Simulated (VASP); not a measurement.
# Be3Cd in VASP: notebook

The runs below take Be3Cd through single point, with PBE.

All numbers are computed with VASP 6.6.1; they aren't measurements. Logs are shortened: lines on timing, memory, paths and dates and some standing lists are left out, and cuts for length are marked.

## 1. The sheet as given

The cell holds a sheet with vacuum, 4 atoms: a = 4.708 Å, b = 4.708 Å, c = 23.800 Å, α = 90.00°, β = 90.00°, γ = 120.00°.

The cell was built by a generator and needn't be a form met in nature.

## 2. Single point, PBE

File INCAR:

```
PREC     = Accurate       # precision mode
ENCUT    = 520            # plane-wave cutoff, eV
EDIFF    = 1E-6           # SCF threshold, eV
ISMEAR   = 0              # smearing method
SIGMA    = 0.1            # smearing width, eV
LREAL    = False          # projectors in reciprocal space
LASPH    = True           # aspherical terms in the spheres
NELM     = 100            # most SCF steps
ALGO     = Fast           # electronic algorithm
ISIF     = 2              # what is computed and relaxed
LWAVE    = False          # write WAVECAR
LCHARG   = False          # write CHGCAR
LDIPOL   = True         
IDIPOL   = 3            
DIPOL    = 0.5 0.5 0.294
GGA      = PE             # functional
NBANDS   = 17             # bands
```

File KPOINTS:

```
regular mesh
0
Gamma
  12 12 1
```

File POSCAR:

```
Be3Cd
1.0
    4.7081448989      0.0000000000      0.0000000000
   -2.3540724495      4.0773730872      0.0000000000
    0.0000000000      0.0000000000     23.8000000000
Be Cd
3 1
Direct
    0.5000000000      0.0000000000      0.2941176471
    0.0000000000      0.5000000000      0.2941176471
    0.5000000000      0.5000000000      0.2941176471
    0.0000000000      0.0000000000      0.2941176471
```

Potentials or basis: VASP PAW PBE potentials, release 64 (Be, Cd).

On the command line:

```
$ cat potpaw_PBE.64/Be/POTCAR potpaw_PBE.64/Cd/POTCAR > POTCAR
$ mpirun -np 1 vasp_std > vasp.out
```

OUTCAR:

```text
PREC = Accurate
   ENCUT = 520
   EDIFF = 1E-6
   ISMEAR = 0
   LREAL = False
   LASPH = True
   NELM = 100
   ISIF = 2
   GGA = PE

 ion  position               nearest neighbor table
   1  0.500  0.000  0.294-   4 2.35   4 2.35   2 2.35   2 2.35   3 2.35   3 2.35
   2  0.000  0.500  0.294-   3 2.35   3 2.35   1 2.35   1 2.35   4 2.35   4 2.35
   3  0.500  0.500  0.294-   2 2.35   2 2.35   4 2.35   4 2.35   1 2.35   1 2.35
   4  0.000  0.000  0.294-   1 2.35   1 2.35   3 2.35   3 2.35   2 2.35   2 2.35

  LATTYP: Found a hexagonal cell.
 ALAT       =     4.7081448989
 C/A-ratio  =     5.0550695680

  Lattice vectors:

 A1 = (   4.7081448989,   0.0000000000,   0.0000000000)
 A2 = (  -2.3540724495,   4.0773730872,   0.0000000000)
 A3 = (   0.0000000000,   0.0000000000,  23.8000000000)

Analysis of symmetry for initial positions (statically):
=====================================================================
 Subroutine PRICEL returns:
 Original cell was already a primitive cell.

 Routine SETGRP: Setting up the symmetry group for a
 hexagonal supercell.

 Subroutine GETGRP returns: Found 24 space group operations
 (whereof 12 operations were pure point group operations)
 out of a pool of 24 trial point group operations.

The static configuration has the point symmetry C_6v.
 The point group associated with its full space group is D_6h.

Analysis of symmetry for dynamics (positions and initial velocities):
=====================================================================
 Subroutine PRICEL returns:
 Original cell was already a primitive cell.

 Routine SETGRP: Setting up the symmetry group for a
 hexagonal supercell.

 Subroutine GETGRP returns: Found 24 space group operations
 (whereof 12 operations were pure point group operations)
 out of a pool of 24 trial point group operations.

The dynamic configuration has the point symmetry C_6v.
 The point group associated with its full space group is D_6h.

 Subroutine INISYM returns: Found 24 space group operations
 (whereof 12 operations are pure point group operations),
 and found     1 'primitive' translations

----------------------------------------------------------------------------------------

                                     Primitive cell

  volume of cell :     456.8853

  direct lattice vectors                    reciprocal lattice vectors
     4.708144899  0.000000000  0.000000000     0.212397881  0.122627974  0.000000000
    -2.354072449  4.077373087  0.000000000     0.000000000  0.245255948  0.000000000
     0.000000000  0.000000000 23.800000000     0.000000000  0.000000000  0.042016807

  length of vectors
     4.708144899  4.708144899 23.800000000     0.245255948  0.245255948  0.042016807

  position of ions in fractional coordinates (direct lattice)
     0.500000000  0.000000000  0.294117647
     0.000000000  0.500000000  0.294117647
     0.500000000  0.500000000  0.294117647
     0.000000000  0.000000000  0.294117647

  ion indices of the primitive-cell ions
   primitive index   ion index
                 1           1
                 2           2
                 3           3
                 4           4

----------------------------------------------------------------------------------------

 KPOINTS: regular mesh

Automatic generation of k-mesh.
 Grid dimensions read from file:
 generate k-points for:   12   12    1

 Generating k-lattice:

  Cartesian coordinates                     Fractional coordinates (reciprocal lattice)
     0.017699823  0.010218998  0.000000000     0.083333333  0.000000000  0.000000000
     0.000000000  0.020437996  0.000000000     0.000000000  0.083333333  0.000000000
     0.000000000  0.000000000  0.042016807     0.000000000  0.000000000  1.000000000

  Length of vectors
     0.020437996  0.020437996  0.042016807

  Shift w.r.t. Gamma in fractional coordinates (k-lattice)
     0.000000000  0.000000000  0.000000000

 Subroutine IBZKPT returns following result:
 ===========================================

 Found     19 irreducible k-points:

 Following reciprocal coordinates:
            Coordinates               Weight
  0.000000  0.000000  0.000000      1.000000
  0.083333  0.000000  0.000000      6.000000
  0.166667 -0.000000  0.000000      6.000000
  0.250000  0.000000  0.000000      6.000000
  0.333333  0.000000  0.000000      6.000000
  0.416667  0.000000  0.000000      6.000000
[... 11 lines left out ...]
  0.333333  0.250000  0.000000     12.000000
  0.333333  0.333333  0.000000      2.000000
   k-points           NKPTS =     19   k-points in BZ     NKDIM =     19   number of bands    NBANDS=     17
   number of dos      NEDOS =    301   number of ions     NIONS =      4
   total plane-waves  NPLWV = 233280
   dimension x,y,z NGX =    36 NGY =   36 NGZ =  180
   dimension x,y,z NGXF=    72 NGYF=   72 NGZF=  360
   ions per type =               3   1
   NGX,Y,Z   is equivalent  to a cutoff of  12.71, 12.71, 12.57 a.u.
   NGXF,Y,Z  is equivalent  to a cutoff of  25.42, 25.42, 25.15 a.u.
 SYSTEM =  unknown system
   PREC   = accura    normal or accurate (medium, high low for compatibility)
   ISTART =      0    job   : 0-new  1-cont  2-samecut
   ICHARG =      2    charge: 1-file 2-atom 10-const
   ISPIN  =      1    spin polarized calculation?
   LNONCOLLINEAR =      F non collinear calculations
   LSORBIT =      F    spin-orbit coupling
   LASPH  =      T    aspherical Exc in radial PAW
   ENCUT  =  520.0 eV  38.22 Ry    6.18 a.u.   8.75  8.75 44.25*2*pi/ulx,y,z
   NELM   =    100;   NELMIN=  2; NELMDL= -5     # of ELM steps
   EDIFF  = 0.1E-05   stopping-criterion for ELM
   LREAL  =      F    real-space projection
   EDIFFG = 0.1E-04   stopping-criterion for IOM
   NSW    =      0    number of steps for IOM
   IBRION =     -1    ionic relax: 0-MD 1-quasi-New 2-CG
   NFREE  =      0    steps in history (QN), initial steepest desc. (CG)
   ISIF   =      2    stress and relaxation
   ISYM   =      2    0-nonsym 1-usesym 2-fastsym
   POTIM  = 0.5000    time-step for ionic-motion
   TEBEG  =    0.0;   TEEND  =   0.0 temperature during run
   PSTRESS=    0.0 pullay stress
   NELECT =      18.0000    total number of electrons
   NUPDOWN=      -1.0000    fix difference up-down
   EMIN   =  10.00;   EMAX   =-10.00  energy-range for DOS
   EFERMI =   0.00;   METHOD = LEGACY
   ISMEAR =     0;   SIGMA  =   0.10  broadening in eV -4-tet -1-fermi 0-gaus
   EFERMI_NEDOS =   21; number of points for ismear=-14 and -15
   IALGO  =     68    algorithm
   IMIX   =      4    mixing-type and parameters
     AMIX     =   0.40;   BMIX     =  1.00
     AMIX_MAG =   1.60;   BMIX_MAG =  1.00
  volume/ion in A,a.u.               =     114.22       770.80
  Fermi-wavevector in a.u.,A,eV,Ry     =   0.557053  1.052678  4.221999  0.310308
  Thomas-Fermi vector in A             =   1.591484
   LORBIT       =      0    0 simple, 1 ext, 2 COOP (PROOUT), +10 PAW based schemes
   GGA     = PE    functional components
   LHFCALC =     F    Hartree Fock is set to
   AEXX    =    0.0000 exact exchange contribution
   IVDW    =     0    specifies the selected vdW correction
   LEPSILON=     F    determine dielectric tensor
   LRPA    =     F    only Hartree local field effects (RPA)
 non-spin polarized calculation
 RMM-DIIS sequential band-by-band and
 Gauss-broadening in eV      SIGMA  =   0.10
  energy-cutoff  :      520.00
  volume of cell :      456.89
 maximum number of plane-waves:     12336
 NGX is ok and might be reduce to    36
   NGX = 17   NGY = 17   NGZ = 89

 dipolmoment           0.000000      0.000000     -0.000001 electrons x Angstroem

 number of electron      17.9999998 magnetization

 dipolmoment           0.000000      0.000000      0.000004 electrons x Angstroem

 Free energy of the ion-electron system (eV)
  ---------------------------------------------------
  ext. energy  EPLUGINS =         0.00000000
  ---------------------------------------------------
  free energy    TOTEN  =        -8.62489934 eV

  energy without entropy =       -8.61607063  energy(sigma->0) =       -8.62048499

 E-fermi :  -3.4958     XC(G=0):  -1.8234

 val. band max:       -3.5342234681   @ k =   0.4167   0.0833   0.0000
 cond. band min:      -3.3762059047   @ k =   0.1667   0.1667   0.0000
 fundamental gap:      0.1580175634
 Fermi energy:        -3.4958099856

 k-point     1 :       0.0000    0.0000    0.0000
  band No.  band energies     occupation
      1     -12.4365      2.00000
      2     -12.4217      2.00000
      3     -12.4217      2.00000
      4     -12.0626      2.00000
      5     -12.0626      2.00000
      6      -9.9330      2.00000
[... 9 lines left out ...]
     16       2.5274      0.00000
     17       2.5378      0.00000

 k-point     2 :       0.0833    0.0000    0.0000
  band No.  band energies     occupation
      1     -12.4312      2.00000
      2     -12.4256      2.00000
      3     -12.4229      2.00000
      4     -12.0665      2.00000
      5     -12.0635      2.00000
      6      -9.8934      2.00000
[... 9 lines left out ...]
     16       2.1976      0.00000
     17       2.4888      0.00000

 k-point     3 :       0.1667   -0.0000    0.0000
  band No.  band energies     occupation
      1     -12.4527      2.00000
      2     -12.4261      2.00000
      3     -12.4007      2.00000
      4     -12.0772      2.00000
      5     -12.0660      2.00000
      6      -9.7717      2.00000
[... 292 lines left out ...]
 k-point    18 :       0.3333    0.2500    0.0000
  band No.  band energies     occupation
      1     -12.5156      2.00000
      2     -12.4790      2.00000
      3     -12.2945      2.00000
      4     -12.1094      2.00000
      5     -12.0930      2.00000
      6      -8.3390      2.00000
[... 9 lines left out ...]
     16       3.0843      0.00000
     17       3.9255      0.00000

 k-point    19 :       0.3333    0.3333    0.0000
  band No.  band energies     occupation
      1     -12.4995      2.00000
      2     -12.4995      2.00000
      3     -12.2915      2.00000
      4     -12.1024      2.00000
      5     -12.1024      2.00000
      6      -8.1237      2.00000
[... 9 lines left out ...]
     16       3.0283      0.00000
     17       3.7681      0.00000

------------------------ aborting loop because EDIFF is reached ----------------------------------------

 vacuum level on the upper side and lower side of the slab       (xc-potential included)        -0.006        -0.006

  FORCE on cell =-STRESS in cart. coord.  units (eV):
  Direction    XX          YY          ZZ          XY          YZ          ZX
  --------------------------------------------------------------------------------------
  -------------------------------------------------------------------------------------
  Total        0.1263165      0.1263165     -0.0028324     -0.0000000     -0.0000000      0.0000000
  in kB        0.4429588      0.4429588     -0.0099326     -0.0000000     -0.0000000      0.0000000
  external PRESSURE =       0.2919950 kB  Pullay stress =       0.0000000 kB

 VOLUME and BASIS-vectors are now :
 -----------------------------------------------------------------------------
  energy-cutoff  :      520.00
  volume of cell :      456.89
      direct lattice vectors                 reciprocal lattice vectors
     4.708144899  0.000000000  0.000000000     0.212397881  0.122627974  0.000000000
    -2.354072449  4.077373087  0.000000000     0.000000000  0.245255948  0.000000000
     0.000000000  0.000000000 23.800000000     0.000000000  0.000000000  0.042016807

 POSITION                                       TOTAL-FORCE (eV/Angst)
 -----------------------------------------------------------------------------------
      2.35407      0.00000      7.00000        -0.000000     -0.000000      0.000000
     -1.17704      2.03869      7.00000         0.000000      0.000000      0.000000
      1.17704      2.03869      7.00000        -0.000000      0.000000      0.000000
      0.00000      0.00000      7.00000        -0.000000      0.000000     -0.000000
 -----------------------------------------------------------------------------------
    total drift:                               -0.000000     -0.000000     -0.000011

  FREE ENERGIE OF THE ION-ELECTRON SYSTEM (eV)
  ---------------------------------------------------
  free  energy   TOTEN  =        -8.6248993415 eV

  energy  without entropy=       -8.6160706324  energy(sigma->0) =       -8.62048499

 vacuum level on the upper side and lower side of the slab         0.930         0.930
```

Run time: 2.7 min. Hardware: 1 thread of AMD EPYC 9R45 (Zen 5), shared host; peak memory 0.57 GiB.

What came out:

| Property | Result |
| --- | --- |
| Free energy | -8.6249 eV |
| Band gap on the k mesh | none (metal or under the smearing width) |

## 3. Single point, PBE

This run uses another cell than the first one, of 112.97 Å³/atom, 0.989 times its volume.

INCAR is that of step 2.

KPOINTS is that of step 2.

Changes to POSCAR since step 2:

```diff
@@ -2,4 +2,4 @@
 1.0
-    4.7081448989      0.0000000000      0.0000000000
-   -2.3540724495      4.0773730872      0.0000000000
+    4.6823656166      0.0000000000      0.0000000000
+   -2.3411828083      4.0550475738      0.0000000000
     0.0000000000      0.0000000000     23.8000000000
```

Potentials or basis: VASP PAW PBE potentials, release 64 (Be, Cd).

On the command line:

```
$ cat potpaw_PBE.64/Be/POTCAR potpaw_PBE.64/Cd/POTCAR > POTCAR
$ mpirun -np 1 vasp_std > vasp.out
```

Run time: 2.6 min. Hardware: 1 thread of AMD EPYC 9R45 (Zen 5), shared host; peak memory 0.57 GiB.

Results (log left out):

```yaml
Free_energy: -8.6203 eV
Band_gap_on_the_k_mesh: none (metal or under the smearing width)
```

Levels at points of the mesh, in eV from the Fermi level:
```csv
k point,band 7,band 8,band 9,band 10,band 11,band 12
"(0.00, 0.00, 0.00)",-1.23,-1.16,-0.70,-0.70,3.66,3.91
"(0.50, 0.00, 0.00)",-4.60,-1.04,-0.88,1.15,1.33,5.52
```

## 4. Single point, PBE

File INCAR:

```
ALGO = Fast ; DIPOL = 0.5 0.5 0.294
EDIFF = 1E-6 ; ENCUT = 520
GGA = PE ; IDIPOL = 3
ISIF = 2 ; ISMEAR = 0
LASPH = T ; LCHARG = F
LDIPOL = T ; LREAL = F
LWAVE = F ; NBANDS = 17
NELM = 100 ; PREC = Accurate
SIGMA = 0.1
```

File KPOINTS:

```
k-points
0
Gamma
  12 12 1
```

Changes to POSCAR since step 3:

```diff
@@ -2,4 +2,4 @@
 1.0
-    4.6823656166      0.0000000000      0.0000000000
-   -2.3411828083      4.0550475738      0.0000000000
+    4.7081448989      0.0000000000      0.0000000000
+   -2.3540724495      4.0773730872      0.0000000000
     0.0000000000      0.0000000000     23.8000000000
```

On the command line:

```
$ cat potpaw_PBE.64/Be/POTCAR potpaw_PBE.64/Cd/POTCAR > POTCAR
$ mpirun -np 1 vasp_std > vasp.out
```

Wall time 2.6 min (1 thread of AMD EPYC 9R45 (Zen 5), shared host); peak memory 0.57 GiB.

The run converged. Its results:

* Free energy: -8.6249 eV
* Band gap on the k mesh: none (metal or under the smearing width)

Levels at points of the mesh, in eV from the Fermi level:
```csv
k point,band 6,band 7,band 8,band 9,band 10,band 11,band 12,band 13
"(0.00, 0.00, 0.00)",-6.44,-1.19,-1.14,-0.69,-0.69,3.66,3.83,4.17
"(0.50, 0.00, 0.00)",-4.99,-4.57,-1.04,-0.89,1.17,1.34,5.48,5.65
```
